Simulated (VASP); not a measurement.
Consider the following.

```
Ag
1.0
    0.00000     2.07374     2.07374
    2.07374     0.00000     2.07374
    2.07374     2.07374     0.00000
Ag
1
Direct
  0.00000   0.00000   0.00000
```

Level of theory: PBE GGA, VASP's PBE PAW potentials (set 64) (plane waves; VASP). Numerical set-up: 480 eV cut-off, 14×14×14 Γ-centred mesh, first-order Methfessel-Paxton smearing of 0.10 eV, potentials Ag.

**Question.** Predict the energy per atom (σ→0), band gap (on the k-mesh) with the smallest direct gap where there is one.

**Answer.** 
```
Property                                                     Value
------------------------  ----------------------------------------
band gap (on the k-mesh)  none (metal, semimetal or under 0.01 eV)
energy per atom (σ→0)                           -262.1 kJ/mol-atom
```

The compound is Ag in the fcc structure. It was relaxed first. The start is the result of an earlier pass.
